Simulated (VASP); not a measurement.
# CsLi2 (Fm-3m) in VASP: notebook

One crystal, CsLi2, is run at these levels: PBE; tasks: relaxation of cell and atoms, single point.

Everything below comes from runs of VASP 6.6.1. Logs are shortened: lines on timing, memory, paths and dates and some standing lists are left out, and cuts for length are marked.

### Step 1. The cell of the first run

It takes space group Fm-3m (No. 225, cubic). The conventional cell has a = 8.924 Å, b = 8.924 Å, c = 8.924 Å, α = 90.00°, β = 90.00°, γ = 90.00°. Around Cs (site symmetry m-3m) lie 8 Li at 3.86 Å. Li (site symmetry -43m) is surrounded by 4 Cs at 3.86 Å.

The cell was built by a generator and needn't be a form met in nature.

### Step 2. Relaxation of cell and atoms, PBE (random cell by space group and Wyckoff sites (Fm-3m, No. 225))

The input, INCAR:

```
SYSTEM = CsLi2
PREC = Accurate
ENCUT = 600
EDIFF = 1E-6
ISMEAR = 0
SIGMA = 0.1
LREAL = .False.
LASPH = .True.
NELM = 60
ALGO = Fast
ISIF = 3
LWAVE = .False.
LCHARG = .False.
GGA = PE
IBRION = 2
NSW = 100
EDIFFG = -0.01
```

The input, KPOINTS:

```
Automatic mesh
0
Gamma
  10 10 10
  0 0 0
```

The input, POSCAR:

```
CsLi2
1.0
    0.0000000000      4.4621786289      4.4621786289
    4.4621786289      0.0000000000      4.4621786289
    4.4621786289      4.4621786289      0.0000000000
Cs Li
1 2
Direct
    0.0000000000      0.0000000000      0.0000000000
    0.7500000000      0.7500000000      0.7500000000
    0.2500000000      0.2500000000      0.2500000000
```

Potentials or basis: VASP PAW PBE potentials, release 64 (Cs_sv, Li_sv).

Started as:

```bash
$ cat potpaw_PBE.64/Cs_sv/POTCAR potpaw_PBE.64/Li_sv/POTCAR > POTCAR
$ mpirun -np 1 vasp_std > vasp.out
```

OUTCAR:

```text
SYSTEM = CsLi2
   PREC = Accurate
   ENCUT = 600
   EDIFF = 1E-6
   ISMEAR = 0
   LREAL = .False.
   LASPH = .True.
   NELM = 60
   ISIF = 3
   GGA = PE
   IBRION = 2
   NSW = 100
   EDIFFG = -0.01

 ion  position               nearest neighbor table
   1  0.000  0.000  0.000-
   2  0.750  0.750  0.750-
   3  0.250  0.250  0.250-

  LATTYP: Found a face centered cubic cell.
 ALAT       =     8.9243572578

  Lattice vectors:

 A1 = (   0.0000000000,   4.4621786289,   4.4621786289)
 A2 = (   4.4621786289,   0.0000000000,   4.4621786289)
 A3 = (   4.4621786289,   4.4621786289,   0.0000000000)

Analysis of symmetry for initial positions (statically):
=====================================================================
 Subroutine PRICEL returns:
 Original cell was already a primitive cell.

 Routine SETGRP: Setting up the symmetry group for a
 face centered cubic supercell.

 Subroutine GETGRP returns: Found 48 space group operations
 (whereof 48 operations were pure point group operations)
 out of a pool of 48 trial point group operations.

The static configuration has the point symmetry O_h .

Analysis of symmetry for dynamics (positions and initial velocities):
=====================================================================
 Subroutine PRICEL returns:
 Original cell was already a primitive cell.

 Routine SETGRP: Setting up the symmetry group for a
 face centered cubic supercell.

 Subroutine GETGRP returns: Found 48 space group operations
 (whereof 48 operations were pure point group operations)
 out of a pool of 48 trial point group operations.

The dynamic configuration has the point symmetry O_h .

 Subroutine INISYM returns: Found 48 space group operations
 (whereof 48 operations are pure point group operations),
 and found     1 'primitive' translations

----------------------------------------------------------------------------------------

                                     Primitive cell

  volume of cell :     177.6932

  direct lattice vectors                    reciprocal lattice vectors
     0.000000000  4.462178629  4.462178629    -0.112052888  0.112052888  0.112052888
     4.462178629  0.000000000  4.462178629     0.112052888 -0.112052888  0.112052888
     4.462178629  4.462178629  0.000000000     0.112052888  0.112052888 -0.112052888

  length of vectors
     6.310473535  6.310473535  6.310473535     0.194081294  0.194081294  0.194081294

  position of ions in fractional coordinates (direct lattice)
     0.000000000  0.000000000  0.000000000
     0.750000000  0.750000000  0.750000000
     0.250000000  0.250000000  0.250000000

  ion indices of the primitive-cell ions
   primitive index   ion index
                 1           1
                 2           2
                 3           3

----------------------------------------------------------------------------------------

 KPOINTS: Automatic mesh

Automatic generation of k-mesh.
 Grid dimensions read from file:
 generate k-points for:   10   10   10

 Generating k-lattice:

  Cartesian coordinates                     Fractional coordinates (reciprocal lattice)
    -0.011205289  0.011205289  0.011205289     0.100000000  0.000000000  0.000000000
     0.011205289 -0.011205289  0.011205289     0.000000000  0.100000000  0.000000000
     0.011205289  0.011205289 -0.011205289     0.000000000  0.000000000  0.100000000

  Length of vectors
     0.019408129  0.019408129  0.019408129

  Shift w.r.t. Gamma in fractional coordinates (k-lattice)
     0.000000000  0.000000000  0.000000000

 Subroutine IBZKPT returns following result:
 ===========================================

 Found     47 irreducible k-points:

 Following reciprocal coordinates:
            Coordinates               Weight
  0.000000  0.000000  0.000000      1.000000
  0.100000  0.000000  0.000000      8.000000
  0.200000  0.000000  0.000000      8.000000
  0.300000  0.000000  0.000000      8.000000
  0.400000  0.000000  0.000000      8.000000
  0.500000  0.000000  0.000000      4.000000
[... 16 lines left out ...]
  0.300000  0.300000  0.000000      6.000000
  0.400000  0.300000  0.000000     24.000000
 [... further k-points ...]
   k-points           NKPTS =     47   k-points in BZ     NKDIM =     47   number of bands    NBANDS=     11
   number of dos      NEDOS =    301   number of ions     NIONS =      3
   total plane-waves  NPLWV = 125000
   dimension x,y,z NGX =    50 NGY =   50 NGZ =   50
   dimension x,y,z NGXF=   100 NGYF=  100 NGZF=  100
   ions per type =               1   2
   NGX,Y,Z   is equivalent  to a cutoff of  13.17, 13.17, 13.17 a.u.
   NGXF,Y,Z  is equivalent  to a cutoff of  26.34, 26.34, 26.34 a.u.
 SYSTEM =  CsLi2
   PREC   = accura    normal or accurate (medium, high low for compatibility)
   ISTART =      0    job   : 0-new  1-cont  2-samecut
   ICHARG =      2    charge: 1-file 2-atom 10-const
   ISPIN  =      1    spin polarized calculation?
   LNONCOLLINEAR =      F non collinear calculations
   LSORBIT =      F    spin-orbit coupling
   LASPH  =      T    aspherical Exc in radial PAW
   ENCUT  =  600.0 eV  44.10 Ry    6.64 a.u.  12.60 12.60 12.60*2*pi/ulx,y,z
   NELM   =     60;   NELMIN=  2; NELMDL= -5     # of ELM steps
   EDIFF  = 0.1E-05   stopping-criterion for ELM
   LREAL  =      F    real-space projection
   EDIFFG = -.1E-01   stopping-criterion for IOM
   NSW    =    100    number of steps for IOM
   IBRION =      2    ionic relax: 0-MD 1-quasi-New 2-CG
   NFREE  =      1    steps in history (QN), initial steepest desc. (CG)
   ISIF   =      3    stress and relaxation
   ISYM   =      2    0-nonsym 1-usesym 2-fastsym
   POTIM  = 0.5000    time-step for ionic-motion
   TEBEG  =    0.0;   TEEND  =   0.0 temperature during run
   PSTRESS=    0.0 pullay stress
   NELECT =      15.0000    total number of electrons
   NUPDOWN=      -1.0000    fix difference up-down
   EMIN   =  10.00;   EMAX   =-10.00  energy-range for DOS
   EFERMI =   0.00;   METHOD = LEGACY
   ISMEAR =     0;   SIGMA  =   0.10  broadening in eV -4-tet -1-fermi 0-gaus
   EFERMI_NEDOS =   21; number of points for ismear=-14 and -15
   IALGO  =     68    algorithm
   IMIX   =      4    mixing-type and parameters
     AMIX     =   0.40;   BMIX     =  1.00
     AMIX_MAG =   1.60;   BMIX_MAG =  1.00
  volume/ion in A,a.u.               =      59.23       399.71
  Fermi-wavevector in a.u.,A,eV,Ry     =   0.718150  1.357106  7.017054  0.515739
  Thomas-Fermi vector in A             =   1.807013
   LORBIT       =      0    0 simple, 1 ext, 2 COOP (PROOUT), +10 PAW based schemes
   GGA     = PE    functional components
   LHFCALC =     F    Hartree Fock is set to
   AEXX    =    0.0000 exact exchange contribution
   IVDW    =     0    specifies the selected vdW correction
   LEPSILON=     F    determine dielectric tensor
   LRPA    =     F    only Hartree local field effects (RPA)
 conjugate gradient relaxation of ions
 non-spin polarized calculation
 RMM-DIIS sequential band-by-band and
 Gauss-broadening in eV      SIGMA  =   0.10
  energy-cutoff  :      600.00
  volume of cell :      177.69
 maximum number of plane-waves:      5963
   NGX = 25   NGY = 25   NGZ = 25

--------------------------------------- Ionic step        1  -------------------------------------------

 number of electron      14.9999986 magnetization

 Free energy of the ion-electron system (eV)
  ---------------------------------------------------
  ext. energy  EPLUGINS =         0.00000000
  ---------------------------------------------------
  free energy    TOTEN  =        -2.99039990 eV

  energy without entropy =       -2.97208906  energy(sigma->0) =       -2.98124448

------------------------ aborting loop because EDIFF is reached ----------------------------------------

  FORCE on cell =-STRESS in cart. coord.  units (eV):
  Direction    XX          YY          ZZ          XY          YZ          ZX
  --------------------------------------------------------------------------------------
  -------------------------------------------------------------------------------------
  Total        0.2925928      0.2925928      0.2925928     -0.0000000      0.0000000     -0.0000000
  in kB        2.6381737      2.6381737      2.6381737     -0.0000000      0.0000000     -0.0000000
  external PRESSURE =       2.6381737 kB  Pullay stress =       0.0000000 kB

 VOLUME and BASIS-vectors are now :
 -----------------------------------------------------------------------------
  energy-cutoff  :      600.00
  volume of cell :      177.69
      direct lattice vectors                 reciprocal lattice vectors
     0.000000000  4.462178629  4.462178629    -0.112052888  0.112052888  0.112052888
     4.462178629  0.000000000  4.462178629     0.112052888 -0.112052888  0.112052888
     4.462178629  4.462178629  0.000000000     0.112052888  0.112052888 -0.112052888
[... 112 lines left out ...]
 POSITION                                       TOTAL-FORCE (eV/Angst)
 -----------------------------------------------------------------------------------
      9.34426      4.67213      4.67213        -0.000000     -0.000000     -0.000000
      7.00820      7.00820      7.00820        -0.000000     -0.000000      0.000000
      2.33607      2.33607      2.33607         0.000000      0.000000      0.000000
 -----------------------------------------------------------------------------------
    total drift:                               -0.000000      0.000000     -0.000000

  FREE ENERGIE OF THE ION-ELECTRON SYSTEM (eV)
  ---------------------------------------------------
  free  energy   TOTEN  =        -2.9957545117 eV

  energy  without entropy=       -2.9793590843  energy(sigma->0) =       -2.98755680

--------------------------------------- Ionic step        5  -------------------------------------------

 number of electron      15.0000007 magnetization

 Free energy of the ion-electron system (eV)
  ---------------------------------------------------
  ext. energy  EPLUGINS =         0.00000000
  ---------------------------------------------------
  free energy    TOTEN  =        -3.00135989 eV

  energy without entropy =       -2.98426055  energy(sigma->0) =       -2.99281022

 E-fermi :  -0.2687     XC(G=0):  -5.5103

 val. band max:       -0.2779706920   @ k =  -0.4000   0.4000   0.1000
 cond. band min:      -0.2613547294   @ k =   0.5000   0.3000   0.0000
 fundamental gap:      0.0166159627
 Fermi energy:        -0.2686930652

 k-point     1 :       0.0000    0.0000    0.0000
  band No.  band energies     occupation
      1     -48.6002      2.00000
      2     -48.6001      2.00000
      3     -23.4928      2.00000
      4     -10.3276      2.00000
      5     -10.3276      2.00000
      6     -10.3276      2.00000
      7      -2.3025      2.00000
      8       0.6966      0.00000
      9       0.6967      0.00000
     10       0.6967      0.00000
     11       2.6963      0.00000

 k-point     2 :       0.1000    0.0000    0.0000
  band No.  band energies     occupation
      1     -48.6001      2.00000
      2     -48.6001      2.00000
      3     -23.4928      2.00000
      4     -10.3306      2.00000
      5     -10.3281      2.00000
      6     -10.3281      2.00000
      7      -2.2423      2.00000
      8       0.5580      0.00000
      9       0.7296      0.00000
     10       0.7296      0.00000
     11       2.4792      0.00000
[... 295 lines left out ...]
 k-point    24 :       0.4000    0.3000    0.0000
  band No.  band energies     occupation
      1     -48.6001      2.00000
      2     -48.6001      2.00000
      3     -23.4923      2.00000
      4     -10.3513      2.00000
      5     -10.3382      2.00000
      6     -10.3373      2.00000
      7      -1.3462      2.00000
      8      -0.0089      0.00024
      9       0.4075      0.00000
     10       0.8873      0.00000
     11       0.8947      0.00000

 [... further k-points ...]

------------------------ aborting loop because EDIFF is reached ----------------------------------------

  FORCE on cell =-STRESS in cart. coord.  units (eV):
  Direction    XX          YY          ZZ          XY          YZ          ZX
  --------------------------------------------------------------------------------------
  -------------------------------------------------------------------------------------
  Total       -0.0023066     -0.0023066     -0.0023066      0.0000000     -0.0000000     -0.0000000
  in kB       -0.0191885     -0.0191885     -0.0191885      0.0000000     -0.0000000     -0.0000000
  external PRESSURE =      -0.0191885 kB  Pullay stress =       0.0000000 kB

 VOLUME and BASIS-vectors are now :
 -----------------------------------------------------------------------------
  energy-cutoff  :      600.00
  volume of cell :      192.60
      direct lattice vectors                 reciprocal lattice vectors
    -0.000000000  4.583585620  4.583585620    -0.109084905  0.109084905  0.109084905
     4.583585620  0.000000000  4.583585620     0.109084905 -0.109084905  0.109084905
     4.583585620  4.583585620  0.000000000     0.109084905  0.109084905 -0.109084905

 POSITION                                       TOTAL-FORCE (eV/Angst)
 -----------------------------------------------------------------------------------
     -0.00000      0.00000      0.00000        -0.000000      0.000000      0.000000
      6.87538      6.87538      6.87538         0.000000      0.000000      0.000000
      2.29179      2.29179      2.29179        -0.000000     -0.000000     -0.000000
 -----------------------------------------------------------------------------------
    total drift:                               -0.000000      0.000000     -0.000000

  FREE ENERGIE OF THE ION-ELECTRON SYSTEM (eV)
  ---------------------------------------------------
  free  energy   TOTEN  =        -3.0013598884 eV

  energy  without entropy=       -2.9842605474  energy(sigma->0) =       -2.99281022

 reached required accuracy - stopping structural energy minimisation
```

Run time: 5.2 min. Hardware: 1 thread of Intel Xeon 6975P-C (Granite Rapids), shared host; peak memory 0.44 GiB.

Results:

```
Free energy                            : -3.0014 eV
Relaxed volume                         : 64.20 Å³/atom
Relaxed cell                           : a = 6.482 Å, b = 6.482 Å, c = 6.482 Å, α = 60.00°, β = 60.00°, γ = 60.00°
Space group after relaxing (to 0.05 Å) : Fm-3m (No. 225)
Energy gained by relaxing              : 3.7 meV/atom
Ionic steps                            : 5
Pressure after relaxing                : 0.0 GPa
Band gap on the k mesh                 : none (metal or under the smearing width)
```

The path:
```csv
step,energy change (eV),largest force (eV/Å),pressure (GPa),volume (Å³)
1,0.0000,0.0000,0.26,177.69
2,-0.0035,0.0000,0.20,180.21
3,-0.0100,0.0000,0.07,187.92
4,-0.0054,0.0000,-0.15,203.97
5,-0.0110,0.0000,0.00,192.60
```

Final structure:
```
CELL_PARAMETERS angstrom
0.00000 4.58359 4.58359
4.58359 0.00000 4.58359
4.58359 4.58359 0.00000
ATOMIC_POSITIONS crystal
Cs 0.00000 0.00000 0.00000
Li 0.75000 0.75000 0.75000
Li 0.25000 0.25000 0.25000
```

Levels at points of the mesh, in eV from the Fermi level:
```tsv
k point	band 3	band 4	band 5	band 6	band 7	band 8	band 9	band 10	band 11
(0.00, 0.00, 0.00)	-23.22	-10.06	-10.06	-10.06	-2.03	0.97	0.97	0.97	2.96
(0.50, 0.00, 0.00)	-23.22	-10.09	-10.06	-10.06	-0.95	-0.47	1.24	1.24	2.42
(0.50, 0.50, 0.00)	-23.22	-10.09	-10.07	-10.07	-0.32	-0.24	0.23	1.24	1.24
```

Caveat: the cutoff is under 1.25 times the usual one of these potentials, so pressure, stress and relaxed cells hold a basis-set (Pulay) error. Spin-orbit coupling is left out, which matters for the levels of Cs.

### Step 3. Single point, PBE (random cell by space group and Wyckoff sites (Fm-3m, No. 225))

The input, INCAR:

```
  ALGO = Fast
  EDIFF = 1E-6
  ENCUT = 520
  GGA = PE
  ISIF = 2
  ISMEAR = 0
  LASPH = T
  LCHARG = F
  LREAL = F
  LWAVE = F
  NBANDS = 14
  NELM = 100
  PREC = Accurate
  SIGMA = 0.1
```

The input, KPOINTS:

```
k-points
0
Gamma
  10 10 10
```

The input, POSCAR:

```
CsLi2
1.0
    0.0000000000      4.5871144768      4.5871144768
    4.5871144768      0.0000000000      4.5871144768
    4.5871144768      4.5871144768      0.0000000000
Cs Li
1 2
Direct
    0.0000000000      0.0000000000      0.0000000000
    0.7500000000      0.7500000000      0.7500000000
    0.2500000000      0.2500000000      0.2500000000
```

Potentials or basis: VASP PAW PBE potentials, release 64 (Cs_sv, Li_sv).

Started as:

```bash
$ cat potpaw_PBE.64/Cs_sv/POTCAR potpaw_PBE.64/Li_sv/POTCAR > POTCAR
$ mpirun -np 1 vasp_std > vasp.out
```

Run time: 61 s. Hardware: 1 thread of Intel Xeon 6975P-C (Granite Rapids), shared host; peak memory 0.38 GiB.

It converged, with:

```
Free energy            : -3.0045 eV
Band gap on the k mesh : none (metal or under the smearing width)
```

Levels at points of the mesh, in eV from the Fermi level:
```csv
k point,band 4,band 5,band 6,band 7,band 8,band 9,band 10,band 11
"(0.00, 0.00, 0.00)",-10.06,-10.06,-10.06,-2.03,0.97,0.97,0.97,2.50
"(0.50, 0.00, 0.00)",-10.09,-10.06,-10.06,-0.95,-0.47,1.24,1.24,2.42
"(0.50, 0.50, 0.00)",-10.09,-10.07,-10.07,-0.32,-0.24,0.23,1.24,1.24
```

Caveat: the cutoff is under 1.25 times the usual one of these potentials, so pressure, stress and relaxed cells hold a basis-set (Pulay) error.
